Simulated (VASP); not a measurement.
Computed with r2SCAN meta-GGA, VASP's PBE PAW potentials (set 64) (plane waves; VASP).

VASP input:

INCAR:
```
ALGO=Normal
EDIFF=1E-6
EDIFFG=-0.02
ENCUT=520
IBRION=2
ISIF=4
ISMEAR=0
ISPIN=2
LASPH=T
LCHARG=F
LMAXMIX=6
LMIXTAU=T
LORBIT=10
LREAL=F
LWAVE=F
MAGMOM=1.0 0.0 0.0
METAGGA=R2SCAN
NELM=100
NSW=60
PREC=Accurate
SIGMA=0.05
SYSTEM=CeO2
```

File KPOINTS:
```
Automatic mesh
0
Gamma
7 7 1
0 0 0
```

File POSCAR:
```
CeO2
1
    3.3575451082     0.0000000000     0.0000000000
   -1.6787725541     2.9077197802    -0.0000000000
   -0.0000000000     0.0000000000    15.7119123006
Ce O
1 2
Direct
  0.6666670000   0.3333330000   0.5000000000
  0.3333330000   0.6666670000   0.4244182319
  0.3333330000   0.6666670000   0.5755817681
```

POTCAR, in this order: Ce O (PBE.64 set). Program: vasp_std.

Output of the run:

OSZICAR:
```
...
DAV:   9    -0.512642320138E+02   -0.86275E-04   -0.12504E-04   574   0.122E-01    0.155E-02
DAV:  10    -0.512645318903E+02   -0.29988E-03   -0.18516E-04   591   0.154E-01    0.544E-03
DAV:  11    -0.512645949813E+02   -0.63091E-04   -0.19001E-04   552   0.198E-01    0.962E-03
DAV:  12    -0.512647749396E+02   -0.17996E-03   -0.10005E-04   551   0.898E-02    0.569E-03
DAV:  13    -0.512647703185E+02    0.46211E-05   -0.27596E-05   554   0.585E-02    0.463E-03
DAV:  14    -0.512647760314E+02   -0.57129E-05   -0.36914E-06   578   0.241E-02    0.357E-03
DAV:  15    -0.512647866332E+02   -0.10602E-04   -0.76731E-06   546   0.297E-02    0.130E-03
DAV:  16    -0.512647900589E+02   -0.34257E-05   -0.15274E-06   416   0.165E-02    0.206E-03
DAV:  17    -0.512647908718E+02   -0.81284E-06   -0.41168E-07   285   0.898E-03
   2 F= -.51264791E+02 E0= -.51264791E+02  d E =-.121581E-01  mag=     0.0000
       N       E                     dE             d eps       ncg     rms          rms(c)
DAV:   1    -0.512691054774E+02   -0.43154E-02   -0.52353E-01   544   0.111E+01    0.443E-01
DAV:   2    -0.512728977735E+02   -0.37923E-02   -0.78401E-02   704   0.316E+00    0.802E-01
DAV:   3    -0.512702275901E+02    0.26702E-02   -0.57847E-03   780   0.847E-01    0.508E-01
DAV:   4    -0.512667457005E+02    0.34819E-02   -0.77445E-03   783   0.819E-01    0.202E-01
DAV:   5    -0.512668670946E+02   -0.12139E-03   -0.25234E-03   710   0.443E-01    0.974E-02
DAV:   6    -0.512672117305E+02   -0.34464E-03   -0.13432E-03   554   0.355E-01    0.287E-02
DAV:   7    -0.512674767138E+02   -0.26498E-03   -0.51757E-04   637   0.216E-01    0.239E-02
DAV:   8    -0.512675182629E+02   -0.41549E-04   -0.34740E-04   652   0.188E-01    0.109E-02
DAV:   9    -0.512676724715E+02   -0.15421E-03   -0.11434E-04   558   0.130E-01    0.492E-03
DAV:  10    -0.512675644978E+02    0.10797E-03   -0.88741E-05   560   0.121E-01    0.856E-03
DAV:  11    -0.512676716022E+02   -0.10710E-03   -0.12050E-04   555   0.136E-01    0.287E-03
DAV:  12    -0.512677204106E+02   -0.48808E-04   -0.51703E-05   556   0.982E-02    0.342E-03
DAV:  13    -0.512677557651E+02   -0.35354E-04   -0.59017E-06   585   0.343E-02    0.158E-03
DAV:  14    -0.512677181187E+02    0.37646E-04   -0.11169E-05   552   0.364E-02    0.187E-03
DAV:  15    -0.512677542668E+02   -0.36148E-04   -0.82393E-06   552   0.334E-02    0.187E-03
DAV:  16    -0.512677577673E+02   -0.35006E-05   -0.32981E-06   516   0.231E-02    0.118E-03
DAV:  17    -0.512677570204E+02    0.74690E-06   -0.14647E-06   404   0.164E-02
   3 F= -.51267757E+02 E0= -.51267757E+02  d E =-.151242E-01  mag=     0.0000
       N       E                     dE             d eps       ncg     rms          rms(c)
DAV:   1    -0.512754204583E+02   -0.76627E-02   -0.20955E+00   544   0.223E+01    0.870E-01
DAV:   2    -0.512916722790E+02   -0.16252E-01   -0.29810E-01   688   0.613E+00    0.157E+00
DAV:   3    -0.512811549660E+02    0.10517E-01   -0.22182E-02   778   0.160E+00    0.983E-01
DAV:   4    -0.512680585274E+02    0.13096E-01   -0.21112E-02   754   0.135E+00    0.480E-01
DAV:   5    -0.512683971243E+02   -0.33860E-03   -0.14265E-02   760   0.114E+00    0.856E-02
DAV:   6    -0.512680561411E+02    0.34098E-03   -0.74908E-03   548   0.751E-01    0.642E-02
DAV:   7    -0.512698563131E+02   -0.18002E-02   -0.20448E-03   554   0.417E-01    0.279E-02
DAV:   8    -0.512689516437E+02    0.90467E-03   -0.11112E-03   554   0.387E-01    0.150E-02
DAV:   9    -0.512701477654E+02   -0.11961E-02   -0.79916E-04   552   0.305E-01    0.234E-02
DAV:  10    -0.512701185378E+02    0.29228E-04   -0.28737E-04   608   0.184E-01    0.140E-02
DAV:  11    -0.512701731926E+02   -0.54655E-04   -0.17003E-04   554   0.172E-01    0.569E-03
DAV:  12    -0.512700906387E+02    0.82554E-04   -0.15517E-04   556   0.176E-01    0.635E-03
DAV:  13    -0.512701255660E+02   -0.34927E-04   -0.12873E-04   556   0.164E-01    0.260E-03
DAV:  14    -0.512701757892E+02   -0.50223E-04   -0.82208E-05   556   0.127E-01    0.161E-03
DAV:  15    -0.512702192974E+02   -0.43508E-04   -0.28833E-05   590   0.644E-02    0.234E-03
DAV:  16    -0.512701924169E+02    0.26881E-04   -0.15698E-05   616   0.637E-02    0.120E-03
DAV:  17    -0.512702211189E+02   -0.28702E-04   -0.60095E-06   550   0.354E-02    0.823E-04
DAV:  18    -0.512702337789E+02   -0.12660E-04   -0.53330E-06   548   0.357E-02    0.482E-04
DAV:  19    -0.512702354540E+02   -0.16751E-05   -0.84600E-07   324   0.139E-02    0.958E-04
DAV:  20    -0.512702346133E+02    0.84068E-06   -0.17705E-07   290   0.624E-03
   4 F= -.51270235E+02 E0= -.51270235E+02  d E =-.176018E-01  mag=     0.0000
       N       E                     dE             d eps       ncg     rms          rms(c)
DAV:   1    -0.512701762046E+02    0.59249E-04   -0.24165E+00   544   0.117E+01    0.421E-01
DAV:   2    -0.512810517478E+02   -0.10876E-01   -0.44668E-02   553   0.200E+00    0.602E-01
DAV:   3    -0.512961648662E+02   -0.15113E-01   -0.82793E-03   584   0.939E-01    0.728E-01
DAV:   4    -0.512910824500E+02    0.50824E-02   -0.68636E-03   564   0.800E-01    0.985E-02
DAV:   5    -0.512694748663E+02    0.21608E-01   -0.10956E-02   544   0.984E-01    0.850E-02
DAV:   6    -0.512698279085E+02   -0.35304E-03   -0.88572E-04   620   0.339E-01    0.460E-02
DAV:   7    -0.512711021684E+02   -0.12743E-02   -0.13158E-03   548   0.328E-01    0.271E-02
DAV:   8    -0.512711807142E+02   -0.78546E-04   -0.20751E-04   734   0.139E-01    0.255E-02
DAV:   9    -0.512713679385E+02   -0.18722E-03   -0.21959E-04   551   0.145E-01    0.568E-03
DAV:  10    -0.512713299051E+02    0.38033E-04   -0.18938E-05   752   0.534E-02    0.141E-02
DAV:  11    -0.512713562070E+02   -0.26302E-04   -0.41777E-05   561   0.812E-02    0.643E-03
DAV:  12    -0.512713367989E+02    0.19408E-04   -0.35558E-05   552   0.782E-02    0.846E-03
DAV:  13    -0.512713896569E+02   -0.52858E-04   -0.82397E-06   552   0.405E-02    0.294E-03
DAV:  14    -0.512713617746E+02    0.27882E-04   -0.16787E-05   550   0.514E-02    0.179E-03
DAV:  15    -0.512713670598E+02   -0.52852E-05   -0.16008E-05   546   0.636E-02    0.121E-03
DAV:  16    -0.512714014865E+02   -0.34427E-04   -0.37956E-06   510   0.273E-02    0.784E-04
DAV:  17    -0.512713959043E+02    0.55822E-05   -0.19635E-06   411   0.182E-02    0.176E-03
DAV:  18    -0.512714026606E+02   -0.67563E-05   -0.12250E-06   313   0.146E-02    0.902E-04
DAV:  19    -0.512714040294E+02   -0.13688E-05   -0.30428E-07   278   0.735E-03    0.946E-04
DAV:  20    -0.512714042370E+02   -0.20760E-06   -0.26069E-07   278   0.774E-03
   5 F= -.51271404E+02 E0= -.51271404E+02  d E =-.116962E-02  mag=     0.0000
       N       E                     dE             d eps       ncg     rms          rms(c)
DAV:   1    -0.512715098597E+02   -0.10583E-03   -0.30835E-01   544   0.418E+00    0.150E-01
DAV:   2    -0.512707036130E+02    0.80625E-03   -0.51906E-03   552   0.720E-01    0.243E-01
DAV:   3    -0.512692700896E+02    0.14335E-02   -0.59297E-04   786   0.200E-01    0.322E-01
DAV:   4    -0.512707452390E+02   -0.14751E-02   -0.10130E-03   808   0.278E-01    0.290E-01
DAV:   5    -0.512709724610E+02   -0.22722E-03   -0.22662E-03   804   0.419E-01    0.237E-02
DAV:   6    -0.512718639947E+02   -0.89153E-03   -0.53900E-04   548   0.201E-01    0.158E-02
DAV:   7    -0.512718842610E+02   -0.20266E-04   -0.15318E-05   832   0.460E-02    0.162E-02
DAV:   8    -0.512718927636E+02   -0.85025E-05   -0.12231E-06   462   0.135E-02    0.162E-02
DAV:   9    -0.512718792616E+02    0.13502E-04   -0.76019E-06   552   0.327E-02    0.161E-02
DAV:  10    -0.512719043825E+02   -0.25121E-04   -0.42672E-05   548   0.680E-02    0.245E-02
DAV:  11    -0.512719055581E+02   -0.11756E-05   -0.17276E-05   748   0.423E-02    0.182E-02
DAV:  12    -0.512718472269E+02    0.58331E-04   -0.30506E-05   546   0.672E-02    0.661E-03
DAV:  13    -0.512719096590E+02   -0.62432E-04   -0.23376E-05   544   0.607E-02    0.536E-03
DAV:  14    -0.512719314585E+02   -0.21799E-04   -0.51776E-06   544   0.284E-02    0.642E-03
DAV:  15    -0.512719321227E+02   -0.66426E-06   -0.10998E-06   282   0.111E-02
   6 F= -.51271932E+02 E0= -.51271932E+02  d E =-.169751E-02  mag=    -0.0000
```

### OUTCAR
```
------------------------ aborting loop because EDIFF is reached ----------------------------------------
  FORCE on cell =-STRESS in cart. coord.  units (eV):
  Direction    XX          YY          ZZ          XY          YZ          ZX
  --------------------------------------------------------------------------------------
  Total       -0.0728726     -0.0728726     -0.0978340      0.0000000      0.0000000     -0.0000000
  in kB       -0.7611517     -0.7611520     -1.0218730      0.0000000      0.0000000     -0.0000000
  external PRESSURE =      -0.8480589 kB  Pullay stress =       0.0000000 kB
  volume of cell :      153.39
      direct lattice vectors                 reciprocal lattice vectors
     3.400077600  0.000000000 -0.000000000     0.294110934  0.169805000 -0.000000000
    -1.700038800  2.944554051  0.000000000    -0.000000000  0.339610000  0.000000000
     0.000000000  0.000000000 15.321281554     0.000000000  0.000000000  0.065268692
 POSITION                                       TOTAL-FORCE (eV/Angst)
 -----------------------------------------------------------------------------------
      1.70004      0.98152      7.66064        -0.000000     -0.000000     -0.000000
     -0.00000      1.96304      6.47375         0.000000      0.000000     -0.000316
     -0.00000      1.96304      8.84754         0.000000     -0.000000      0.000316
 -----------------------------------------------------------------------------------
    total drift:                                0.002349     -0.001330      0.000000
  FREE ENERGIE OF THE ION-ELECTRON SYSTEM (eV)
  ---------------------------------------------------
  free  energy   TOTEN  =       -51.2719321227 eV

  energy  without entropy=      -51.2719321227  energy(sigma->0) =      -51.27193212

 total charge

# of ion       s       p       d       f       tot
--------------------------------------------------
    1        2.084   5.791   0.992   0.956   9.822
    2        1.586   3.411   0.000   0.000   4.997
    3        1.586   3.411   0.000   0.000   4.997
--------------------------------------------------
tot          5.257  12.613   0.992   0.956  19.817

 magnetization (x)

# of ion       s       p       d       f       tot
--------------------------------------------------
    1       -0.000  -0.000  -0.000   0.000   0.000
    2        0.000  -0.000   0.000   0.000  -0.000
    3        0.000  -0.000   0.000   0.000  -0.000
--------------------------------------------------
tot          0.000  -0.000  -0.000   0.000   0.000

 reached required accuracy - stopping structural energy minimisation
```
(Selected blocks of OUTCAR.)

File CONTCAR:
```
CeO2
   1.00000000000000
     3.4000775995138373    0.0000000000000000   -0.0000000000000000
    -1.7000387997569186    2.9445540506961745    0.0000000000000000
     0.0000000000000000    0.0000000000000000   15.3212815538664540
  Ce              O
     1     2
Direct
     0.6666669999999968    0.3333330000000032    0.5000000000000000
     0.3333330000000032    0.6666669999999968    0.4225328906727054
     0.3333330000000032    0.6666669999999968    0.5774671093272944
```

### OUTCAR
```
 val. band max:       -4.5659847065   @ k =   0.2857   0.2857   0.0000

 cond. band min:      -3.3500636054   @ k =   0.0000   0.0000   0.0000


 Fermi energy:        -4.2864140050

 spin component 1

 k-point     1 :       0.0000    0.0000    0.0000
  band No.  band energies     occupation
      1     -38.9527      1.00000
      2     -23.5981      1.00000
      3     -21.6682      1.00000
      4     -20.2283      1.00000
      5     -20.2283      1.00000
      6     -17.6272      1.00000
      7      -7.7552      1.00000
      8      -6.9616      1.00000
      9      -6.9615      1.00000
     10      -6.5566      1.00000
     11      -6.5565      1.00000
     12      -4.9026      1.00000
     13      -3.3501      0.00000
     14      -2.5101      0.00000
     15      -2.3456      0.00000
     16      -2.3456      0.00000
     17      -2.0916      0.00000

 k-point     2 :       0.1429   -0.0000    0.0000
  band No.  band energies     occupation
      1     -38.8786      1.00000
      2     -23.3989      1.00000
      3     -22.6163      1.00000
      4     -20.3441      1.00000
      5     -19.5445      1.00000
      6     -17.9887      1.00000
      7      -7.6218      1.00000
      8      -6.9250      1.00000
      9      -6.6556      1.00000
     10      -6.6238      1.00000
     11      -6.4625      1.00000
     12      -4.7904      1.00000
     13      -3.1579      0.00000
     14      -2.5733      0.00000
     15      -2.3466      0.00000
     16      -2.3086      0.00000
     17      -2.1343      0.00000

 k-point     3 :       0.2857    0.0000    0.0000
  band No.  band energies     occupation
      1     -38.7057      1.00000
      2     -23.8908      1.00000
      3     -22.8448      1.00000
      4     -20.5907      1.00000
      5     -18.8834      1.00000
      6     -18.8793      1.00000
      7      -7.6411      1.00000
      8      -6.7731      1.00000
      9      -6.3280      1.00000
...
```

The cell holds a wide vacuum, so values per volume refer to the whole cell. The moments were started parallel, and other spin orders were not tried in this run.

The cell is a sheet with vacuum, built from a generated structure.
